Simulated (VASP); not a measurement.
**B3Se: single point with PBEsol**

B3Se:

```
CELL_PARAMETERS angstrom
3.78061 0.00000 0.00000
0.00000 3.78061 0.00000
0.00000 0.00000 3.78061
ATOMIC_POSITIONS crystal
B 0.00000 0.50000 0.50000
B 0.50000 0.00000 0.50000
B 0.50000 0.50000 0.00000
Se 0.00000 0.00000 0.00000
```

The cell comes from a database or a generator and needn't be the stable form of this composition.

The cell isn't the ideal one: In replaced by B, lengths x 0.809, strained and moved within the space group.

```yaml
Program: VASP 6.6.1
Task: single point
Functional: PBEsol
Potentials_or_basis: VASP PAW PBE potentials, release 64 (B, Se)
Cutoff: 520 eV
k_mesh: 6 × 6 × 6
Occupations: gaussian, width 0.1 eV
Spin: no spin polarisation
Dipole_correction: no
Further_INCAR_settings: ALGO = Normal; EDIFF = 1e-07; NBANDS = 16
```

The pressure is -18.2 GPa and the band gap on the k mesh is none (metal or under the smearing width).

Levels at points of the mesh, in eV from the Fermi level:
| k point | band 5 | band 6 | band 7 | band 8 | band 9 | band 10 | band 11 | band 12 |
| --- | --- | --- | --- | --- | --- | --- | --- | --- |
| (0.00, 0.00, 0.00) | -4.84 | -2.69 | -2.69 | 2.12 | 2.12 | 2.12 | 2.91 | 2.91 |
| (0.50, 0.00, 0.00) | -3.38 | -1.58 | -1.23 | -1.23 | -0.46 | 0.19 | 4.07 | 4.07 |
| (0.50, 0.50, 0.00) | -2.07 | -1.02 | 0.12 | 0.12 | 0.60 | 0.60 | 1.32 | 1.32 |
| (0.50, 0.50, 0.50) | -5.26 | -5.26 | -5.26 | -4.31 | 5.38 | 5.38 | 5.38 | 5.95 |

It took 12 s on 1 thread of Intel(R) Xeon(R) Platinum 8488C (Sapphire Rapids), with other jobs on the host, peak memory 0.16 GiB.

Caveat: so large a pressure means that the cell lies far from this level's equilibrium, or that cutoff or potentials fall short; the potentials were made for another functional, which shifts forces and pressure.
